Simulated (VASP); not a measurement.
Calculation: LDA (Ceperley-Alder, Perdew-Zunger), VASP's LDA PAW potentials (set 64) (plane waves; VASP).

Input for VASP

**INCAR**
```
SYSTEM = TiTe2
PREC = Accurate; ENCUT = 400; LREAL = .False.
LASPH = .True.; ICHARG = 11
EDIFF = 1E-7; NELM = 100; ALGO = Normal
LMAXMIX = 4
ISMEAR = 0; SIGMA = 0.05
LWAVE = .False.; LCHARG = .False.; LORBIT = 11
```

POSCAR:
```
TiTe2
1.0
  3.6659537413   0.0000000000   0.0000000000
 -1.8329768706   3.1748090608   0.0000000000
  0.0000000000   0.0000000000   6.3113527179
Ti Te
1 2
Cartesian
 -1.8329768706   3.1748090608   0.0000000000
  1.8329787036   1.0582686287   4.6025166082
 -0.0000018329   2.1165404321   1.7088361097
```

**KPOINTS**
```
k-points along high-symmetry lines
10
Line-mode
Reciprocal
  0.000000   0.000000   0.000000 ! GAMMA
  0.500000   0.000000   0.000000 ! M

  0.500000   0.000000   0.000000 ! M
  0.333333   0.333333   0.000000 ! K

  0.333333   0.333333   0.000000 ! K
  0.000000   0.000000   0.000000 ! GAMMA

  0.000000   0.000000   0.000000 ! GAMMA
  0.000000   0.000000   0.500000 ! A

  0.000000   0.000000   0.500000 ! A
  0.500000   0.000000   0.500000 ! L

  0.500000   0.000000   0.500000 ! L
  0.333333   0.333333   0.500000 ! H

  0.333333   0.333333   0.500000 ! H
  0.000000   0.000000   0.500000 ! A

  0.500000   0.000000   0.500000 ! L
  0.500000   0.000000   0.000000 ! M

  0.333333   0.333333   0.500000 ! H
  0.333333   0.333333   0.000000 ! K
```

POTCAR, in this order: Ti_sv Te (LDA.64 set). Program: vasp_std. Read from the step before: CHGCAR.

Output

File OUTCAR:
```
 ion  position               nearest neighbor table
   1  0.000  0.000  0.000-   2 2.72   3 2.72   3 2.72   2 2.72   2 2.72   3 2.72
   2  0.667  0.333  0.729-   1 2.72   1 2.72   1 2.72   3 3.59   3 3.59   3 3.59
   3  0.333  0.667  0.271-   1 2.72   1 2.72   1 2.72   2 3.59   2 3.59   2 3.59
  LATTYP: Found a hexagonal cell.
 ALAT       =     3.6659537413
 C/A-ratio  =     1.7216127544
 Subroutine PRICEL returns:
 Original cell was already a primitive cell.
 Subroutine GETGRP returns: Found 12 space group operations
The static configuration has the point symmetry D_3d.
The dynamic configuration has the point symmetry D_3d.
 Subroutine INISYM returns: Found 12 space group operations
   k-points           NKPTS =     90   k-points in BZ     NKDIM =     90   number of bands    NBANDS=     16
   number of dos      NEDOS =    301   number of ions     NIONS =      3
   total plane-waves  NPLWV =  24192
   dimension x,y,z NGX =    24 NGY =   24 NGZ =   42
   dimension x,y,z NGXF=    48 NGYF=   48 NGZF=   84
   ions per type =               1   2
   PREC   = accura    normal or accurate (medium, high low for compatibility)
   ISTART =      0    job   : 0-new  1-cont  2-samecut
   ICHARG =     11    charge: 1-file 2-atom 10-const
   ISPIN  =      1    spin polarized calculation?
   LNONCOLLINEAR =      F non collinear calculations
   LSORBIT =      F    spin-orbit coupling
...
```

### OSZICAR
```
       N       E                     dE             d eps       ncg     rms          rms(c)
DAV:   1     0.151164562435E+03    0.15116E+03   -0.98358E+03  2904   0.118E+03
DAV:   2    -0.562150102453E+01   -0.15679E+03   -0.15557E+03  3336   0.307E+02
DAV:   3    -0.174222935607E+02   -0.11801E+02   -0.11385E+02  4688   0.798E+01
DAV:   4    -0.177018915051E+02   -0.27960E+00   -0.27935E+00  3376   0.126E+01
DAV:   5    -0.177154099277E+02   -0.13518E-01   -0.13518E-01  4536   0.233E+00
DAV:   6    -0.177155046257E+02   -0.94698E-04   -0.94697E-04  3552   0.190E-01
DAV:   7    -0.177155071585E+02   -0.25327E-05   -0.25330E-05  4592   0.260E-02
DAV:   8    -0.177155071882E+02   -0.29678E-07   -0.29533E-07  3416   0.248E-03
   1 F= -.17715507E+02 E0= -.17714203E+02  d E =-.260794E-02
```

File OUTCAR:
```
 val. band max:        8.0793829244   @ k =   0.0556   0.0000   0.0000

 cond. band min:       8.0880549337   @ k =   0.0370   0.0370   0.0000



 k-point     1 :       0.0000    0.0000    0.0000
  band No.  band energies     occupation
      1     -48.7944      2.00000
      2     -25.4553      2.00000
      3     -25.4553      2.00000
      4     -25.4387      2.00000
      5      -5.1534      2.00000
      6      -3.3589      2.00000
      7       2.0376      2.00000
      8       6.1295      2.00000
      9       6.1295      2.00000
     10       7.9864      1.99217
     11       8.2061      0.00038
     12       8.2061      0.00038
     13       8.6061      0.00000
     14       9.1422      0.00000
     15       9.1422      0.00000
     16      11.0121      0.00000

 k-point     2 :       0.0556    0.0000    0.0000
  band No.  band energies     occupation
      1     -48.7943      2.00000
      2     -25.4572      2.00000
      3     -25.4557      2.00000
      4     -25.4383      2.00000
      5      -5.1148      2.00000
      6      -3.3383      2.00000
      7       2.0837      2.00000
      8       6.0277      2.00000
      9       6.1354      2.00000
     10       7.9191      1.99999
     11       8.0794      1.02369
     12       8.0993      0.59414
     13       8.5696      0.00000
     14       9.0350      0.00000
     15       9.1796      0.00000
     16      10.8887      0.00000

 k-point     3 :       0.1111    0.0000    0.0000
  band No.  band energies     occupation
      1     -48.7939      2.00000
      2     -25.4627      2.00000
      3     -25.4570      2.00000
      4     -25.4369      2.00000
      5      -4.9998      2.00000
      6      -3.2784      2.00000
      7       2.2209      2.00000
      8       5.7511      2.00000
      9       6.1503      2.00000
     10       7.3791      2.00000
     11       7.8516      2.00000
     12       8.0058      1.96519
     13       8.3880      0.00000
     14       8.9208      0.00000
...
```

The density is held fixed in this step, so its total energy and stress have no physical meaning. Unless said otherwise, spin-orbit coupling is left out, though it shifts the bands of the heavy elements here.

The structure comes from a computed database's TiTe2 entry (P-3m1); how it stands against other phases isn't given here. It was relaxed first, which changed the volume by -14 %.
